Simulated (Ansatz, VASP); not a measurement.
# Cross-check of Ta12Al14O51 between VASP and Ansatz, part 2 of 4

Aim: how closely do two programs agree when they are given the same cell, functional and k mesh? Of the first pair: The structure shown is frame 83 of Ansatz's trajectory.

VASP 6.6.1 and Ansatz 0.2.0.

So far: The structure; Ansatz: dynamics, PBE.

**3. VASP: single point, PBE, pair 1**

Level of this step: PBE; plane waves and PAW (Al, Ta_pv, O) (VASP).

The same cell, functional and mesh now go to VASP, with its own data sets.

Lines of VASP's logs that name or quote its potential files are left out, and so is its time.

INCAR reads:

```
SYSTEM = Ta12Al14O51
PREC = Accurate
ENCUT = 520
EDIFF = 1E-06
NELM = 120
ISMEAR = 0
SIGMA = 0.01
LREAL = Auto
ALGO = Normal
GGA = PE
NBANDS = 296
LASPH = .TRUE.
LORBIT = 11
LWAVE = .FALSE.
LCHARG = .FALSE.
ISIF = 2
GGA_COMPAT = .FALSE.
EFERMI = MIDGAP
NCORE = 2
```

POSCAR reads:

```
Ta12Al14O51
1.0
    9.7601000000      0.0000000000      0.0000000000
    0.0000000000      9.7601000000      0.0000000000
    0.0000000000      0.0000000000      9.7601000000
Al Ta O
14 12 51
Direct
    0.3261237077      0.6322783578      0.4170961363
    0.7478099610      0.2793926292      0.2072314833
    0.6683230705      0.9899796109      0.3894324853
    0.1941168636      0.9241606131      0.3190643538
    0.6347988238      0.4697492854      0.4470343542
    0.4346676776      0.2192395570      0.4374750259
    0.4152416471      0.3740125613      0.6540301841
    0.4710709931      0.4354361123      0.2136146146
    0.9070398869      0.7512730402      0.3458878495
    0.4549543550      0.1039640987      0.1486767554
    0.8361389740      0.1121197529      0.8586284977
    0.4721468018      0.8565178635      0.8921424985
    0.9932787574      0.4448724911      0.3681212283
    0.2307148492      0.0606960994      0.9994877102
    0.6299730536      0.3312466061      0.9281257364
    0.8208112622      0.5424534585      0.6577596541
    0.0053175685      0.7834550876      0.8910974273
    0.0229096013      0.3267179640      0.0367311810
    0.1723138083      0.9818854315      0.6937428920
    0.7693773629      0.8508109548      0.6490712185
    0.4516039795      0.8852265858      0.5757625434
    0.7289167119      0.9041710638      0.0978473581
    0.3406932306      0.5132324464      0.9263839510
    0.9342527228      0.1554492270      0.4421983381
    0.1202754070      0.3086443786      0.7078411082
    0.1431132878      0.6354135716      0.1980205121
    0.8693763384      0.9472034098      0.7960369259
    0.8923269229      0.8039364351      0.0409626951
    0.8421532566      0.7024005902      0.7843464719
    0.3085111833      0.2384606715      0.5747482095
    0.7466726775      0.1489636377      0.3483161033
    0.0384217375      0.1125398305      0.6269095604
    0.0496818680      0.3174967470      0.4991957050
    0.7875841436      0.8676243071      0.2876302497
    0.1714531613      0.3881927439      0.9187713241
    0.1692605609      0.5418899397      0.3843095870
    0.8096433438      0.0650813004      0.0374381410
    0.4487966312      0.3544635813      0.8342639932
    0.6305980472      0.8308418971      0.4976998186
    0.3849550722      0.7104537863      0.5697380150
    0.6710894356      0.1713711950      0.8264669419
    0.4603641356      0.5245540517      0.3710720177
    0.0543949345      0.0454401082      0.3610516286
    0.2674152929      0.4602104487      0.7021854284
    0.0987592340      0.4371778978      0.1729695392
    0.7271134517      0.4388069794      0.8006167970
    0.0015573611      0.4754459483      0.7028104220
    0.4096167047      0.2615137140      0.2663497300
    0.3137262938      0.5299843239      0.1299269475
    0.5799940574      0.9856353931      0.2184096474
    0.9254310919      0.2991465251      0.2760422537
    0.8051761765      0.0160449176      0.5438981158
    0.4215223205      0.0203379064      0.9827563242
    0.6082929478      0.8079732790      0.9946107110
    0.6361307773      0.5853833465      0.5877501255
    0.8278501245      0.4629665680      0.4769110972
    0.5891333081      0.8654726898      0.7312527536
    0.9417628918      0.5961106956      0.2634296780
    0.6509154619      0.4088380242      0.2773024867
    0.2773024867      0.0137293675      0.1838300837
    0.8161494247      0.3440640977      0.0414749849
    0.8771221606      0.7197467239      0.5273511542
    0.0944662452      0.1607258122      0.0698251043
    0.5019928075      0.0452351923      0.4588784951
    0.3887255254      0.6912531634      0.8885974529
    0.5493693712      0.3281113923      0.5362957347
    0.3561438920      0.9221421912      0.7455353941
    0.2957449206      0.7548283317      0.2885113882
    0.1177344494      0.6604645444      0.9947131689
    0.0592104589      0.8095921148      0.2713804162
    0.2548846836      0.9524287661      0.5070030020
    0.0832573437      0.8092027746      0.6987940697
    0.2220571511      0.1420169875      0.8207907706
    0.5899734634      0.2239013945      0.0944150162
    0.5193184496      0.4720238522      0.0254812963
    0.9649388838      0.2445774121      0.8382700997
    0.1299986680      0.9323367588      0.9167324105
```

KPOINTS reads:

```
Automatic mesh
0
Gamma
1 1 1
0 0 0
```

The projector-augmented-wave data sets are Al, Ta_pv and O (PBE family, release 64).

The run is started by

```
$ mpirun -np 8 vasp_gam
```

Numbers of over 12 decimals in the logs are rounded to 6 here.

Log:

```text
[banner, memory and clock lines left out]
running    8 mpi-ranks, on    1 nodes
[...]
LDA part: xc-table for (Slater+PW92), standard interpolation
 POSCAR, INCAR and KPOINTS ok, starting setup
[...]
entering main loop
       N       E                     dE             d eps       ncg     rms          rms(c)
DAV:   1     0.539555852718E+04    0.53956E+04   -0.29796E+05   600   0.169E+03
DAV:   2    -0.244567029922E+03   -0.56401E+04   -0.53941E+04   720   0.470E+02
DAV:   3    -0.775007711618E+03   -0.53044E+03   -0.52583E+03   672   0.150E+02
DAV:   4    -0.788327769672E+03   -0.13320E+02   -0.13247E+02   696   0.247E+01
[...]
DAV:  16    -0.656252717228E+03   -0.19823E-04   -0.51266E-05   624   0.166E-02    0.103E-02
DAV:  17    -0.656252721416E+03   -0.41880E-05   -0.12175E-05   744   0.104E-02    0.536E-03
DAV:  18    -0.656252722383E+03   -0.96664E-06   -0.45447E-06   592   0.541E-03
   1 F= -.65625272E+03 E0= -.65625272E+03  d E =0.000000E+00
```

OUTCAR, selected parts (step 3):

```text
  Total       28.2316761     38.4838533     19.2302845    -10.1400773      7.8830307     -3.5379831
  in kB       48.6501790     66.3172228     33.1385492    -17.4738678     13.5844168     -6.0968223
  external PRESSURE =      49.3686503 kB  Pullay stress =       0.0000000 kB

 POSITION                                       TOTAL-FORCE (eV/Angst)
 -----------------------------------------------------------------------------------
      3.18300      6.17110      4.07090         0.356658     -0.682943      0.873609
      7.29870      2.72690      2.02260         0.345352     -1.123511      0.058678
      6.52290      9.66230      3.80090        -0.218731     -0.768341     -0.737071
      1.89460      9.01990      3.11410         0.861136      0.632784     -0.107256
      6.19570      4.58480      4.36310        -0.751097      0.154935     -0.160159
      4.24240      2.13980      4.26980        -0.521494     -0.829841      1.535543
      4.05280      3.65040      6.38340         0.265854     -1.812277     -0.391224
      4.59770      4.24990      2.08490         0.206404     -0.207709     -0.653510
      8.85280      7.33250      3.37590        -0.364053     -0.333308      0.786886
      4.44040      1.01470      1.45110         0.096677     -1.216256      0.796250
      8.16080      1.09430      8.38030         0.333875      0.462749      0.654356
      4.60820      8.35970      8.70740        -0.800551      1.357424     -0.683979
      9.69450      4.34200      3.59290         0.411422      0.181325     -0.015580
      2.25180      0.59240      9.75510         0.379263     -0.701448      0.092482
[...]
-----------------------------------------------------------------------------------
    total drift:                               -0.002641     -0.003686     -0.024392

  FREE ENERGIE OF THE ION-ELECTRON SYSTEM (eV)
  ---------------------------------------------------
  free  energy   TOTEN  =      -656.2527223825 eV

  energy  without entropy=     -656.2527223825  energy(sigma->0) =     -656.25272238

[... 3 further parts left out ...]
[key lines of the parts left out:]
E-fermi :   4.2437
```

The run ends at a pressure of 4.94 GPa, with forces up to 1.9 eV/Å.

**4. Comparison**

Known differences besides the potentials themselves: fixed occupations in Ansatz, narrow Gaussian smearing in VASP; the data sets hold 504 valence electrons in Ansatz (on its default PAW (the set named soft_2) files) and 480 in VASP; the cutoff is 420 eV in Ansatz and 520 eV in VASP (PREC = Accurate, projectors in real space). Total energies have different zeros and are not compared.

Forces on 10 of the 77 atoms, those with the largest forces and the largest differences (eV/Å; atoms numbered as in POSCAR):

| atom | Ansatz x, y, z | VASP x, y, z |
| --- | --- | --- |
| Al6 | -0.521, -0.797, 1.530 | -0.521, -0.830, 1.536 |
| Al7 | 0.231, -1.802, -0.401 | 0.266, -1.812, -0.391 |
| Al12 | -0.782, 1.358, -0.656 | -0.801, 1.357, -0.684 |
| Ta15 | 1.273, -0.893, -0.833 | 1.285, -0.865, -0.774 |
| Ta22 | 0.223, 1.259, 1.369 | 0.238, 1.227, 1.489 |
| Ta24 | 0.734, 0.605, -0.321 | 0.578, 0.721, -0.204 |
| O39 | -0.222, 0.897, -1.286 | -0.188, 0.869, -1.372 |
| O43 | -0.543, 0.231, -0.179 | -0.358, 0.063, -0.293 |
| O63 | -0.209, 0.200, 0.411 | -0.100, -0.028, 0.448 |
| O75 | -0.463, 0.765, 1.423 | -0.473, 0.799, 1.498 |

The forces differ by 58 meV/Å r.m.s., which is 10.2 % of the r.m.s. force of 0.564 eV/Å (both taken over all components).

**5. Ansatz: dynamics, PBE**

One frame of this run of dynamics is then solved in both programs, so the motion causes no difference.

The structure compared here is frame 167 of Ansatz's trajectory.

input.yaml reads:

```yaml
crystal:
  lattice:
    - [9.7601, 0.0, 0.0]
    - [0.0, 9.7601, 0.0]
    - [0.0, 0.0, 9.7601]
  atoms:
    - { symbol: Al, position: [0.31887, 0.62404, 0.42019] }
    - { symbol: Al, position: [0.74776, 0.27638, 0.21221] }
    - { symbol: Al, position: [0.66281, 0.98671, 0.38381] }
    - { symbol: Al, position: [0.19875, 0.9248, 0.3191] }
    - { symbol: Al, position: [0.62783, 0.46785, 0.449] }
    - { symbol: Al, position: [0.42163, 0.21366, 0.44226] }
    - { symbol: Al, position: [0.4155, 0.36494, 0.65599] }
    - { symbol: Al, position: [0.47119, 0.43242, 0.21394] }
    - { symbol: Al, position: [0.90577, 0.75205, 0.35098] }
    - { symbol: Al, position: [0.45633, 0.09648, 0.15336] }
    - { symbol: Al, position: [0.84244, 0.11527, 0.85867] }
    - { symbol: Al, position: [0.46782, 0.87149, 0.88746] }
    - { symbol: Al, position: [0.98781, 0.44493, 0.37579] }
    - { symbol: Al, position: [0.22831, 0.05768, 0.00449] }
    - { symbol: Ta, position: [0.641, 0.33007, 0.9301] }
    - { symbol: Ta, position: [0.82005, 0.54029, 0.66483] }
    - { symbol: Ta, position: [0.00452, 0.77995, 0.88865] }
    - { symbol: Ta, position: [0.02187, 0.32078, 0.03219] }
    - { symbol: Ta, position: [0.16762, 0.98372, 0.69643] }
    - { symbol: Ta, position: [0.76818, 0.85344, 0.64576] }
    - { symbol: Ta, position: [0.44625, 0.88089, 0.57334] }
    - { symbol: Ta, position: [0.73546, 0.90933, 0.09992] }
    - { symbol: Ta, position: [0.34583, 0.51634, 0.92782] }
    - { symbol: Ta, position: [0.93701, 0.15538, 0.43886] }
    - { symbol: Ta, position: [0.12374, 0.31313, 0.70249] }
    - { symbol: Ta, position: [0.13694, 0.63415, 0.19901] }
    - { symbol: O, position: [0.86959, 0.9521, 0.79008] }
    - { symbol: O, position: [0.88562, 0.79221, 0.03983] }
    - { symbol: O, position: [0.84086, 0.70728, 0.78003] }
    - { symbol: O, position: [0.29958, 0.24365, 0.57749] }
    - { symbol: O, position: [0.74799, 0.14469, 0.34197] }
    - { symbol: O, position: [0.03811, 0.1131, 0.62402] }
    - { symbol: O, position: [0.05027, 0.31741, 0.50195] }
    - { symbol: O, position: [0.78501, 0.86573, 0.28988] }
    - { symbol: O, position: [0.16958, 0.393, 0.91691] }
    - { symbol: O, position: [0.15819, 0.54518, 0.39004] }
    - { symbol: O, position: [0.82052, 0.06605, 0.03434] }
    - { symbol: O, position: [0.46725, 0.36788, 0.82743] }
    - { symbol: O, position: [0.62213, 0.83365, 0.48879] }
    - { symbol: O, position: [0.37222, 0.70871, 0.56574] }
    - { symbol: O, position: [0.67964, 0.17976, 0.81624] }
    - { symbol: O, position: [0.4563, 0.52348, 0.37424] }
    - { symbol: O, position: [0.05462, 0.04718, 0.35294] }
    - { symbol: O, position: [0.27357, 0.46603, 0.70749] }
    - { symbol: O, position: [0.08504, 0.44281, 0.16365] }
    - { symbol: O, position: [0.74658, 0.45197, 0.81911] }
    - { symbol: O, position: [0.00295, 0.47224, 0.702] }
    - { symbol: O, position: [0.41006, 0.25461, 0.26497] }
    - { symbol: O, position: [0.31215, 0.53296, 0.12857] }
    - { symbol: O, position: [0.5776, 0.97719, 0.2173] }
    - { symbol: O, position: [0.92585, 0.29324, 0.28401] }
    - { symbol: O, position: [0.80837, 0.01019, 0.53397] }
    - { symbol: O, position: [0.41215, 0.0297, 0.97878] }
    - { symbol: O, position: [0.60952, 0.82588, 0.99011] }
    - { symbol: O, position: [0.63646, 0.575, 0.60054] }
    - { symbol: O, position: [0.82365, 0.44623, 0.48519] }
    - { symbol: O, position: [0.58683, 0.87213, 0.73165] }
    - { symbol: O, position: [0.93469, 0.59399, 0.27419] }
    - { symbol: O, position: [0.65131, 0.41636, 0.27399] }
    - { symbol: O, position: [0.28578, 0.01811, 0.19029] }
    - { symbol: O, position: [0.81749, 0.34369, 0.0484] }
    - { symbol: O, position: [0.87352, 0.72613, 0.52832] }
    - { symbol: O, position: [0.09736, 0.15941, 0.08041] }
    - { symbol: O, position: [0.49694, 0.0502, 0.46424] }
    - { symbol: O, position: [0.38852, 0.69491, 0.88806] }
    - { symbol: O, position: [0.54128, 0.32458, 0.53267] }
    - { symbol: O, position: [0.35614, 0.93179, 0.7449] }
    - { symbol: O, position: [0.29088, 0.75087, 0.29006] }
    - { symbol: O, position: [0.11753, 0.65946, 0.99201] }
    - { symbol: O, position: [0.05803, 0.81125, 0.2694] }
    - { symbol: O, position: [0.25126, 0.94867, 0.50739] }
    - { symbol: O, position: [0.08326, 0.80894, 0.70022] }
    - { symbol: O, position: [0.21116, 0.14797, 0.81499] }
    - { symbol: O, position: [0.59977, 0.21719, 0.09352] }
    - { symbol: O, position: [0.51884, 0.46872, 0.03511] }
    - { symbol: O, position: [0.96555, 0.24868, 0.8391] }
    - { symbol: O, position: [0.12656, 0.93215, 0.91663] }
kpoints:
  mp_grid: { grid: [1, 1, 1] }
hamiltonian:
  xc: pbe
scf:
  occupations: { method: fixed }
output:
  forces: true
  stress: true
md:
  timestep: 2.0
  n_steps: 250
  ensemble: nvt_nose_hoover
  temperature: 300
  initial_velocities: maxwell_boltzmann
  seed: 7
```

The run is started by

```
$ ansatz run input.yaml --threads 8 --pin off --max-ram 15360MiB --backend cpu --events-out ev --progress --plain --runs-dir out
```

Log:

```text
[...]
Crystal: 77 atoms, lattice volume = 929.743 Å³
Basis set: ecut = 420 eV, 18037 PW (Γ), exchange–correlation on 144×144×144 points (8 copies of the dense FFT grid, shifted against one another)
Bands: 329, of which v1, the nominal top of the filled ones, is band 252 counted from 1 (251 counted from 0)
Symmetry: 1 space group operations
k-points: 1
[...]
atom  77  O      0.11491624    -0.57663275    -0.53128955
  max |Σ_I F_I| component: 5.89e-5 eV/Å
--- Stress (GPa, compression-positive) ---
        6.261165      -1.660663      -0.644622
       -1.660679       6.347623      -0.100378
       -0.644617      -0.100373       4.891660
  P = ⅓ Tr σ = 5.8335 GPa (58.335 kbar)
--- MD trajectory: 250 steps, t = 0.0 → 500.0 fs ---
[...]
conserved energy: peak-to-peak 2.918e-2 eV (3.789e-4 eV/atom) over 500.0 fs
[key lines of the parts left out:]
SCF converged after 9 iterations
Free energy (F): -155732.240599 eV
Fermi energy:    7.118707 eV
```

[end of part 2 of 4]

[Lines on the potential files, build, host, timing and source positions are cut from VASP's logs without a mark.]

[Logs are printed without paths, hosts, clocks, repeated set-up lines and the standing remarks that a program may print on its own settings, such as how far it seeks lower states.]

[Hosts, paths, dates, database ids (printed as entryN), source tags and the programs' standing remarks are cut or masked in the printed files.]
